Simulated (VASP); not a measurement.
# BPb with r2SCAN + D4: from relaxation to properties

What structure does BPb take at this level, and what are its properties? The steps: full relaxation (r2SCAN + D4), second relaxation, density, ELF and potential (r2SCAN + D4), band structure (r2SCAN + D4), total and projected DOS (r2SCAN + D4), zone-centre phonons (r2SCAN + D4) and field gradients at the nuclei (r2SCAN + D4). The cell is invented: it takes the structure of a Materials Project entry for GeSb (space group 225 there), with all of its atoms replaced by other elements, volume scaled by an estimate. It may not be a known or stable phase.

Method: r2SCAN with D4; plane waves and PAW (Pb_d, B); invented cell, in VASP 6.6.1.

This is a report of a sequence of runs, with most program output left out.

**1. The structure**

Before any relaxation, the start is as follows. Symmetry: Fm-3m, No. 225, cubic system. The conventional cell has a = 5.397 Å, b = 5.397 Å, c = 5.397 Å, α = 90.00°, β = 90.00°, γ = 90.00°. Nearest to Pb lie 6 B at 2.70 Å. Nearest to B lie 6 Pb at 2.70 Å. It derives from GeSb. it takes the structure of a Materials Project entry for GeSb (space group 225 there), with all of its atoms replaced by other elements, volume scaled by an estimate. Farther neighbours are not listed.

**2. Full relaxation (r2SCAN + D4)**

Properties are meant for the cell that this level of theory prefers, so cell and atoms are relaxed first (ISIF = 3) until forces and stress are small; EDIFFG sets the threshold. r2SCAN adds the kinetic-energy density, costs more than a GGA and is run with LASPH. A dispersion term adds the long-range attraction that semilocal functionals lack. D4 lets the coefficients depend on atomic charges too.

Contents of INCAR:

```
SYSTEM = BPb
PREC = Accurate
ENCUT = 420
EDIFF = 1E-06
NELM = 100
ISMEAR = -1
SIGMA = 0.05
LREAL = .FALSE.
ALGO = Normal
METAGGA = R2SCAN
IVDW = 13
VDW_S6 = 1
VDW_S8 = 0.6018749
VDW_A1 = 0.51559235
VDW_A2 = 5.77342911
LASPH = .TRUE.
LORBIT = 11
LWAVE = .FALSE.
LCHARG = .FALSE.
IBRION = 2
NSW = 60
ISIF = 3
EDIFFG = -0.01
```

Contents of POSCAR:

```
BPb
1.0
    0.0000000000      2.6982510000      2.6982510000
    2.6982510000      0.0000000000      2.6982510000
    2.6982510000      2.6982510000      0.0000000000
Pb B
1 1
Direct
    0.0000000000      0.0000000000      0.0000000000
    0.5000000000      0.5000000000      0.5000000000
```

Contents of KPOINTS:

```
Automatic mesh
0
Gamma
9 9 9
0 0 0
```

PAW data sets: Pb_d and B (PBE family, release 64).

Command:

```
$ mpirun -np 1 vasp_std
```

Elapsed: 62 s, on 1 MPI rank of Intel Xeon 6975P-C (Granite Rapids), shared host; peak memory 0.17 GiB.

This run has no spin polarisation. Its electron count is odd, so without a moment it is a metal by construction. The k-mesh is coarse for a metal. The PAW data sets were made with PBE, which is usual practice but a small mismatch for other functionals. After so large a change of volume the plane waves of the start cell no longer fit, so the final stress carries a basis-set error. Dispersion corrections of this kind ignore metallic screening and tend to overbind metals. The run keeps the 48 symmetry operations of its start, so it cannot find a distortion of lower symmetry.

The steps of the relaxation:

| step | energy less that of the first step (eV) | largest force (eV/Å) | pressure (GPa) | volume (Å³) |
| --- | --- | --- | --- | --- |
| 1 | 0.0000 | 0.0000 | -6.56 | 39.29 |
| 2 | -0.0889 | 0.0000 | 0.57 | 34.89 |
| 3 | -0.0893 | 0.0000 | -0.07 | 35.18 |

| conventional cell, symmetrised | before | after | change |
| --- | --- | --- | --- |
| a (Å) | 5.397 | 5.201 | -3.6 % |
| b (Å) | 5.397 | 5.201 | -3.6 % |
| c (Å) | 5.397 | 5.201 | -3.6 % |
| volume (Å³/atom) | 19.64 | 17.59 | -10.5 % |

The relaxed structure:

```xyz
2
Lattice="0.0000 2.6006 2.6006 2.6006 0.0000 2.6006 2.6006 2.6006 0.0000" Properties=species:S:1:pos:R:3 pbc="T T T"
Pb    0.0000    0.0000    0.0000
B     2.6006    2.6006    2.6006
```

This step gave:

* electrons: 17
* bands: 12
* irreducible k-points: 35
* symmetry operations: 48
* free energy (TOTEN): -61.2791 eV
* energy at zero smearing: -61.2756 eV
* Fermi energy: 7.621 eV
* pressure: -0.07329 GPa
* metallic: yes
* SCF cycles over all ionic steps: 30

It ends with forces that vanish by symmetry and a pressure of -0.07 GPa.

**3. Second relaxation**

The basis stayed that of the start cell while the cell moved. A rerun from the cell reached resets it; the error of the finite cutoff stays.

INCAR is that of step 2.

Contents of POSCAR:

```
BPb
1.0
    0.0000000000      2.6006127959      2.6006127959
    2.6006127959      0.0000000000      2.6006127959
    2.6006127959      2.6006127959      0.0000000000
Pb B
1 1
Direct
    0.0000000000      0.0000000000      0.0000000000
    0.5000000000      0.5000000000      0.5000000000
```

KPOINTS is that of step 2.

Command:

```
$ mpirun -np 1 vasp_std
```

Run time: 25 s. Hardware: 1 MPI rank; peak memory 0.16 GiB.

Little changed from the start: no atom moved by 0.005 Å and no cell edge by 0.1 %.

Numbers from this step:

| Quantity | Value |
| --- | --- |
| free energy (TOTEN) | -61.2786 eV |
| energy at zero smearing | -61.2751 eV |
| pressure | -0.07547 GPa |
| SCF cycles over all ionic steps | 13 |

It ends with forces that vanish by symmetry and a pressure of -0.08 GPa. The volume moved by under 0.01 %: the run met its threshold at the first step.

**4. Density, ELF and potential (r2SCAN + D4)**

The relaxed cell gets a fresh self-consistent run, on a basis set for its own volume, to fix the density and to check the remaining stress.

INCAR, as its differences from that of step 3:

```diff
@@ -18,6 +18,5 @@
 LWAVE = .FALSE.
-LCHARG = .FALSE.
-IBRION = 2
-NSW = 60
-ISIF = 3
-EDIFFG = -0.01
+LCHARG = .TRUE.
+ISIF = 2
+LELF = .TRUE.
+LVHAR = .TRUE.
```

POSCAR is that of step 3.

KPOINTS is that of step 3.

Command:

```
$ mpirun -np 1 vasp_std
```

Wall time 26 s (1 MPI rank); peak memory 0.16 GiB.

Numbers from this step:

| Item | Value |
| --- | --- |
| SCF cycles | 13 |

Valence electrons inside each PAW sphere by angular momentum. Sphere charges, by row:

| atom | s (e) | p (e) | d (e) | tot (e) |
| --- | --- | --- | --- | --- |
| Pb1 | 1.267 | 0.914 | 9.843 | 12.02 |
| B2 | 0.773 | 0.812 | 0 | 1.585 |

ELF in the ac plane of the conventional cell at fractional y = 0.000, with atoms of Pb and B within 0.2 Å of it. It is the smooth field of the valence electrons, not physical close to the nuclei.

Ten even steps from '_' (0.14) to '@' (0.72), each cell a mean:
```
__..++==%%@@==::##@@++==--__
--====--**@@@@@@@@##----==--
++==::..::**%%%%##==....--==
++==::__..--====--::__..--++
@@%%++::::==++++==--::==##@@
**@@%%======....--==--##@@##
__**@@++++--__::..++==%%@@::
::##@@++==--____..++==%%@@==
@@@@##----==----====--**@@@@
%%##==....--==++==::..::**%%
==--::__..--++++==::__..--==
++==--::==##@@@@%%++::::==++
..--==--##@@##**@@%%======..
::..++==%%@@::__**@@++++--__
```
Columns run along a (5.2 Å), rows up along c (5.2 Å), edges of the conventional cell, whose origin can differ from the input's. Atoms in or near the plane, at fractional coordinates: Pb at (0.00, 0.00), Pb at (0.50, 0.50), B at (0.50, 0.00), B at (0.00, 0.50).

Valence density in the ac plane of the conventional cell at fractional y = 0.000, with atoms of Pb and B within 0.2 Å of it. It is the smooth field of the valence electrons, not physical close to the nuclei.

Ten even steps from '0' (0.1 e/Å³) to '9' (7.4 e/Å³), each cell a mean:
```
85100000000037
32000000000013
00000000000000
00000000000000
00000011100000
00000255310000
00000389510000
00000378510000
00000133200000
00000000000000
00000000000000
11000000000001
53100000000025
95100000000038
```
Columns run along a (5.2 Å), rows up along c (5.2 Å), edges of the conventional cell, whose origin can differ from the input's. Atoms in or near the plane, at fractional coordinates: Pb at (0.00, 0.00), Pb at (0.50, 0.50), B at (0.50, 0.00), B at (0.00, 0.50).

Electrostatic potential energy in the ac plane of the conventional cell at fractional y = 0.000, with atoms of Pb and B within 0.2 Å of it. With pseudopotentials it is smooth inside the atoms' cores, unlike the true potential.

Values in eV, 14 rows by 14 columns, each cell a mean:
```
-87 -70 -31  -4  -2 -16 -24 -17 -25  -5  -2 -16 -54 -83
-60 -42 -14  -1   0  -4 -16 -20  -9  -1   0  -6 -29 -54
-18 -10  -3   1   1   0  -2  -3  -1   1   1  -1  -6 -16
 -2  -1   1   2   1  -1  -4  -5  -3   0   1   1   0  -2
 -7  -3   1   1  -3 -14 -31 -35 -22  -6   0   1  -1  -5
-27 -17  -3  -1 -10 -42 -70 -76 -57 -22  -3  -1  -9 -25
 -6 -27  -7  -2 -18 -60 -87 -88 -76 -35  -5  -3 -20 -17
-17 -25  -5  -2 -16 -54 -83 -87 -70 -31  -4  -2 -16 -24
-20  -9  -1   0  -6 -29 -54 -60 -42 -14  -1   0  -4 -16
 -3  -1   1   1  -1  -6 -16 -18 -10  -3   1   1   0  -2
 -5  -3   0   1   1   0  -2  -2  -1   1   2   1  -1  -4
-35 -22  -6   0   1  -1  -5  -7  -3   1   1  -3 -14 -31
-76 -57 -22  -3  -1  -9 -25 -27 -17  -3  -1 -10 -42 -70
-88 -76 -35  -5  -3 -20 -17  -6 -27  -7  -2 -18 -60 -87
```
Columns run along a (5.2 Å; values clipped at the 3rd and 97th percentile), rows up along c (5.2 Å), edges of the conventional cell, whose origin can differ from the input's. Atoms in or near the plane, at fractional coordinates: Pb at (0.00, 0.00), Pb at (0.50, 0.50), B at (0.50, 0.00), B at (0.00, 0.50).

In this run the pressure is -0.08 GPa, small enough to go on.

**5. Band structure (r2SCAN + D4)**

Levels along the symmetry lines show where the bands peak and cross; KPOINTS_OPT computes them in the converged potential.

INCAR, as its differences from that of step 4:

```diff
@@ -18,5 +18,2 @@
 LWAVE = .FALSE.
-LCHARG = .TRUE.
-ISIF = 2
-LELF = .TRUE.
-LVHAR = .TRUE.
+LCHARG = .FALSE.
```

POSCAR is that of step 4.

KPOINTS is that of step 4.

Contents of KPOINTS_OPT:

```
Line mode
16
Line-mode
Reciprocal
  0.00000000   0.00000000   0.00000000 GAMMA
  0.50000000   0.00000000   0.50000000 X

  0.50000000   0.00000000   0.50000000 X
  0.50000000   0.25000000   0.75000000 W

  0.50000000   0.25000000   0.75000000 W
  0.37500000   0.37500000   0.75000000 K

  0.37500000   0.37500000   0.75000000 K
  0.00000000   0.00000000   0.00000000 GAMMA

  0.00000000   0.00000000   0.00000000 GAMMA
  0.50000000   0.50000000   0.50000000 L

  0.50000000   0.50000000   0.50000000 L
  0.62500000   0.25000000   0.62500000 U

  0.62500000   0.25000000   0.62500000 U
  0.50000000   0.25000000   0.75000000 W

  0.50000000   0.25000000   0.75000000 W
  0.50000000   0.50000000   0.50000000 L

  0.50000000   0.50000000   0.50000000 L
  0.37500000   0.37500000   0.75000000 K

  0.62500000   0.25000000   0.62500000 U
  0.50000000   0.00000000   0.50000000 X
```

Command:

```
$ mpirun -np 1 vasp_std
```

The job ended after 73 s (1 MPI rank; peak memory 0.17 GiB).

Spin-orbit coupling is off here; with elements this heavy it splits and shifts levels by tenths of an eV or more.

The electronic bands at the labelled points (eV, zero at the Fermi level; # counts the bands kept):

| point | #1 | #2 | #3 | #4 | #5 |
| --- | --- | --- | --- | --- | --- |
| Γ | -13.47 | 0.63 | 0.63 | 0.63 | 2.13 |
| 0.53 of the way | -11.76 | -2.21 | -1.04 | -1.04 | 0.27 |
| X | -8.43 | -5.61 | -3.03 | -2.18 | -2.18 |
| 0.53 of the way | -8.18 | -5.17 | -5.10 | -2.95 | 0.77 |
| W | -7.85 | -6.05 | -4.17 | -4.17 | 3.25 |
| 0.47 of the way | -8.02 | -6.20 | -4.64 | -2.88 | 2.18 |
| K | -8.14 | -6.35 | -4.83 | -1.22 | 0.49 |
| 0.53 of the way | -12.01 | -3.78 | -1.29 | 1.83 | 4.23 |
| Γ | -13.47 | 0.63 | 0.63 | 0.63 | 2.13 |
| 0.53 of the way | -12.20 | -4.22 | 1.05 | 1.05 | 4.28 |
| L | -9.53 | -8.40 | 1.75 | 1.75 | 4.03 |
| 0.47 of the way | -9.13 | -7.86 | -1.34 | 0.32 | 2.02 |
| U | -8.14 | -6.35 | -4.83 | -1.22 | 0.49 |
| 0.47 of the way | -8.04 | -6.23 | -4.69 | -2.62 | 1.92 |
| W | -7.85 | -6.05 | -4.17 | -4.17 | 3.25 |
| 0.47 of the way | -8.84 | -7.49 | -1.78 | -1.78 | 3.09 |
| L | -9.53 | -8.40 | 1.75 | 1.75 | 4.03 |
| 0.47 of the way | -9.13 | -7.86 | -1.34 | 0.32 | 2.02 |
| K | -8.14 | -6.35 | -4.83 | -1.22 | 0.49 |
| jump to U | -8.14 | -6.35 | -4.83 | -1.22 | 0.49 |
| 0.47 of the way | -8.30 | -5.38 | -4.74 | -1.90 | -0.73 |
| X | -8.43 | -5.61 | -3.03 | -2.18 | -2.18 |

Of the projections kept (Pb, B), the largest for each band there; the rest of the weight can lie on other orbitals:

| point | #1 | #2 | #3 | #4 | #5 |
| --- | --- | --- | --- | --- | --- |
| Γ | Pb 0.74 | B 0.72 | B 0.72 | B 0.72 | B 0.58 |
| X | Pb 0.83 | Pb 0.63 | B 0.55 | B 0.51 | B 0.51 |
| W | Pb 0.95 | B 0.74 | Pb 0.60 | Pb 0.60 | B 0.71 |
| K | Pb 0.92 | B 0.67 | Pb 0.62 | B 0.52 | Pb 0.52 |
| Γ | Pb 0.74 | B 0.72 | B 0.72 | B 0.72 | B 0.58 |
| L | Pb 0.90 | B 0.65 | B 0.83 | B 0.83 | Pb 1.00 |

There is no gap at this level.

**6. Total and projected DOS (r2SCAN + D4)**

A density of states needs more k-points than a total energy; ISMEAR = -5 takes tetrahedra, and LORBIT projects the states on the PAW spheres. The mesh is finer than in the run before.

INCAR, as its differences from that of step 5:

```diff
@@ -5,3 +5,3 @@
 NELM = 100
-ISMEAR = -1
+ISMEAR = -5
 SIGMA = 0.05
@@ -19 +19,2 @@
 LCHARG = .FALSE.
+NEDOS = 2001
```

POSCAR is that of step 5.

Contents of KPOINTS:

```
Automatic mesh
0
Gamma
13 13 13
0 0 0
```

Command:

```
$ mpirun -np 1 vasp_std
```

Elapsed: 46 s, on 1 MPI rank; peak memory 0.18 GiB.

With tetrahedra the forces and stress of a metal are not exact derivatives of the energy.

Numbers from this step:

| Property | Result |
| --- | --- |
| SCF cycles | 11 |
| irreducible k-points | 84 |
| free energy (TOTEN) | -61.2703 eV |
| Fermi energy | 7.519 eV |
| pressure | 0.1714 GPa |
| DOS at the Fermi level | 0.8949 states/eV/cell |

The density of states has structure finer than the step of the table below, so its rows give means over 0.5 eV, whole bins alone (the curve runs from -12.0 to 4.18 eV). Peaks (eV: height): total -9.44: 0.690, -6.03: 0.703, 1.41: 1.01, 3.02: 1.11; B p 1.46: 0.342, 3.02: 0.324; Pb p -6.51: 0.0804, -5.11: 0.106, -2.02: 0.212, 3.10: 0.125; Pb s -9.44: 0.329, -8.19: 0.399, -5.11: 0.0877, 3.10: 0.142; B s -6.03: 0.198.

States under -12.0 eV and over 4.2 eV are left out. The density of states by energy, zero at the Fermi level; means over each step; values in states/eV/cell:

| energy (eV) | total | B p | Pb p | Pb s | B s | Pb d |
| --- | --- | --- | --- | --- | --- | --- |
| -11.5 | 0.294 | 0.00502 | 0.00858 | 0.114 | 0.0362 | 0.00211 |
| -11.0 | 0.337 | 0.00734 | 0.0115 | 0.132 | 0.0393 | 0.00316 |
| -10.5 | 0.382 | 0.0103 | 0.0141 | 0.153 | 0.0411 | 0.00437 |
| -10.0 | 0.442 | 0.0144 | 0.0160 | 0.186 | 0.0417 | 0.00588 |
| -9.5 | 0.566 | 0.0227 | 0.0173 | 0.262 | 0.0401 | 0.00831 |
| -9.0 | 0.555 | 0.0228 | 0.0148 | 0.277 | 0.0329 | 0.00825 |
| -8.5 | 0.564 | 0.0199 | 0.0103 | 0.307 | 0.0305 | 0.00932 |
| -8.0 | 0.352 | 0.0105 | 0.0143 | 0.169 | 0.0321 | 0.00446 |
| -7.5 | 0.237 | 0.00480 | 0.0335 | 0.0186 | 0.0644 | 0.00335 |
| -7.0 | 0.393 | 0.00958 | 0.0518 | 0.0358 | 0.107 | 0.00842 |
| -6.5 | 0.614 | 0.0157 | 0.0732 | 0.0630 | 0.172 | 0.0178 |
| -6.0 | 0.588 | 0.0205 | 0.0677 | 0.0754 | 0.155 | 0.0166 |
| -5.5 | 0.463 | 0.0252 | 0.0580 | 0.0731 | 0.101 | 0.00964 |
| -5.0 | 0.485 | 0.0378 | 0.0711 | 0.0741 | 0.0827 | 0.00787 |
| -4.5 | 0.519 | 0.0496 | 0.0812 | 0.0651 | 0.0808 | 0.0102 |
| -4.0 | 0.583 | 0.0694 | 0.101 | 0.0560 | 0.0721 | 0.0125 |
| -3.5 | 0.610 | 0.0812 | 0.109 | 0.0515 | 0.0677 | 0.0146 |
| -3.0 | 0.633 | 0.0990 | 0.121 | 0.0400 | 0.0529 | 0.0157 |
| -2.5 | 0.725 | 0.131 | 0.145 | 0.0335 | 0.0448 | 0.0184 |
| -2.0 | 0.931 | 0.194 | 0.194 | 0.0274 | 0.0371 | 0.0213 |
| -1.5 | 0.904 | 0.200 | 0.183 | 0.0252 | 0.0337 | 0.0243 |
| -1.0 | 0.902 | 0.214 | 0.174 | 0.0243 | 0.0318 | 0.0270 |
| -0.5 | 0.894 | 0.226 | 0.161 | 0.0261 | 0.0323 | 0.0298 |
| 0.0 | 0.898 | 0.245 | 0.148 | 0.0287 | 0.0324 | 0.0324 |
| 0.5 | 0.922 | 0.271 | 0.134 | 0.0333 | 0.0338 | 0.0354 |
| 1.0 | 0.919 | 0.287 | 0.112 | 0.0394 | 0.0349 | 0.0409 |
| 1.5 | 0.914 | 0.303 | 0.0887 | 0.0455 | 0.0310 | 0.0484 |
| 2.0 | 0.490 | 0.127 | 0.0672 | 0.0547 | 0.0213 | 0.0210 |
| 2.5 | 0.630 | 0.169 | 0.0809 | 0.0773 | 0.0216 | 0.0280 |
| 3.0 | 0.946 | 0.270 | 0.110 | 0.120 | 0.0258 | 0.0432 |
| 3.5 | 0.358 | 0.0778 | 0.0570 | 0.0563 | 0.0209 | 0.0104 |

The finer mesh and the other smearing move the Fermi level by -0.10 eV from the 9×9×9 run, one measure of the sampling error in the zero of the bands above. Of the states within 0.3 eV of the Fermi level, the largest shares in the PAW spheres are B p 27 % and Pb p 16 %. The rest lies in smaller channels or between the spheres.

**7. Zone-centre phonons (r2SCAN + D4)**

Zone-centre modes test whether the atoms sit at a minimum within this cell. IBRION = 6 takes the force constants from differences of forces between displaced cells, so the forces must be tight.

INCAR, as its differences from that of step 6:

```diff
@@ -3,5 +3,5 @@
 ENCUT = 420
-EDIFF = 1E-06
+EDIFF = 1E-08
 NELM = 100
-ISMEAR = -5
+ISMEAR = -1
 SIGMA = 0.05
@@ -19,2 +19,6 @@
 LCHARG = .FALSE.
-NEDOS = 2001
+IBRION = 6
+NFREE = 2
+POTIM = 0.015
+ISIF = 2
+NSW = 1
```

POSCAR is that of step 6.

Contents of KPOINTS:

```
Automatic mesh
0
Gamma
9 9 9
0 0 0
```

Command:

```
$ mpirun -np 1 vasp_std
```

It took 2.9 min on 1 MPI rank; peak memory 0.2 GiB.

The last energy, forces, stress and levels in OUTCAR belong to the last displaced cell, not to the cell of POSCAR.

This step gave:

- irreducible k-points: 35
- pressure of the cell: -0.07701 GPa
- largest force of the cell: 0 eV/Å

Modes at Γ, with each element's share of the kinetic energy:

| mode | frequency (cm⁻¹) | symmetry | Pb % | B % |
| --- | --- | --- | --- | --- |
| 1 | -0.1 | acoustic | 95 | 5 |
| 2 | -0.1 | acoustic | 95 | 5 |
| 3 | -0.1 | acoustic | 95 | 5 |
| 4 | 264.4 | T1u | 5 | 95 |
| 5 | 264.4 | T1u | 5 | 95 |
| 6 | 264.4 | T1u | 5 | 95 |

Displacements in mode 4 (264.4 cm⁻¹), the largest set to 1:
```
Pb1  0.00  0.00 -0.05
B2   0.00  0.00  1.00
```

The three acoustic modes lie within 0.1 cm⁻¹ of zero, and all others are real. By the characters of their eigenvectors the optical modes sort into (cm⁻¹) infrared active: T1u 264.

**8. Field gradients at the nuclei (r2SCAN + D4)**

Field gradients probe how far the charge around each nucleus departs from cubic symmetry; LASPH keeps the non-spherical terms inside the spheres.

INCAR, as its differences from that of step 7:

```diff
@@ -3,3 +3,3 @@
 ENCUT = 420
-EDIFF = 1E-08
+EDIFF = 1E-07
 NELM = 100
@@ -19,6 +19,2 @@
 LCHARG = .FALSE.
-IBRION = 6
-NFREE = 2
-POTIM = 0.015
-ISIF = 2
-NSW = 1
+LEFG = .TRUE.
```

POSCAR is that of step 7.

KPOINTS is that of step 7.

Command:

```
$ mpirun -np 1 vasp_std
```

Run time: 25 s. Hardware: 1 MPI rank; peak memory 0.16 GiB.

This step gave:

- SCF cycles: 13
- free energy (TOTEN): -61.2786 eV
- Fermi energy: 7.621 eV
- pressure: -0.07480 GPa

Electric field gradients, by row:

| atom | Vxx (V/Å²) | Vyy (V/Å²) | Vzz (V/Å²) | asymmetry |
| --- | --- | --- | --- | --- |
| Pb1 | 0.001 | 0.001 | -0.002 | - |
| B2 | 0 | 0 | 0 | - |

All gradients vanish within the noise.

The run ends at a pressure of -0.07 GPa.

**9. Summary of results**

```
relaxed volume                            : 17.59 Å³/atom
relaxed conventional cell a, b, c         : 5.201, 5.201, 5.201 Å
space group after relaxing, within 0.02 Å : Fm-3m (No. 225)
band gap                                  : none, a metal
DOS at the Fermi level                    : 0.895 states/eV/cell
highest zone-centre mode                  : 264 cm⁻¹
largest field gradient Vzz                : zero within the noise on all sites
```

With r2SCAN + D4, BPb relaxes to 17.59 Å³/atom in space group Fm-3m (held by the symmetry of the run) and comes out as a metal. Band structure (r2SCAN + D4): Of the bands kept, 4 cross the Fermi level on this path. Zone-centre phonons (r2SCAN + D4): The highest mode in this list at Γ, 264.4 cm⁻¹, is mostly motion of B (95 % of the kinetic energy). Spin-orbit coupling is left out, and with elements this heavy it would split and shift bands near the Fermi level. The k-sampling is coarse for a metal, so the Fermi level, pressures and the shape of the cell carry errors. With an odd electron count and no spin the cell is a metal by construction. Modes at Γ alone can't show that the crystal is stable at other wave vectors. No search among competing phases was made. All values are for a static lattice at zero temperature.

[Lines on the potential files, build, host, timing and source positions are cut from VASP's logs without a mark.]

[Logs are printed without paths, hosts, clocks, repeated set-up lines and the standing remarks that a program may print on its own settings, such as how far it seeks lower states.]

[Hosts, paths, dates, database ids (printed as entryN), source tags and the programs' standing remarks are cut or masked in the printed files.]

[A measured line is paired with the nearest computed mode of its activity, which favours agreement.]
